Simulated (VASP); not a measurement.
Given:

```
CoSi
1.0
   -1.66121     1.66121     3.80133
    1.66121    -1.66121     3.80133
    1.66121     1.66121    -3.80133
Co Si
2 2
Direct
  0.70811   0.70811   0.00000
  0.45811   0.95811   0.50000
  0.20789   0.20789   0.00000
  0.95789   0.45789   0.50000
```

These are PBEsol GGA, VASP's PBE PAW potentials (set 64) (plane waves; VASP) values and carry that method's errors. Numerical set-up: 480 eV cut-off, 12×12×12 Γ-centred mesh, first-order Methfessel-Paxton smearing of 0.10 eV, potentials Co Si.

Energy and stress use the plane-wave basis of the starting cell.

Question: The ions, cell shape and volume at an external pressure of 10.0 GPa are relaxed. What does this cell relax into?

Answer: 
```
CoSi
1.0
   -1.64366     1.64366     3.74146
    1.64366    -1.64366     3.74146
    1.64366     1.64366    -3.74146
Co Si
2 2
Direct
  0.70808   0.70808   0.00000
  0.45808   0.95808   0.50000
  0.20792   0.20792   0.00000
  0.95792   0.45792   0.50000
```
Space group I4_1/amd (141), at a tolerance of 0.03 Å.

Question: How do energy and volume change from the first to the last step?

Answer: The energy (σ→0) changes by +12.0 meV/atom and the volume by -3.6 %, in 6 ionic steps.

The structure was generated: CoSi was put into the NbAs type (I4_1md), which need not be its known phase. This run relaxes it under an external pressure of 10 GPa. It ends in space group I4_1/amd. Symmetry was kept, so distortions that lower it aren't found. The run is not spin-polarised, so no magnetic state was tried.
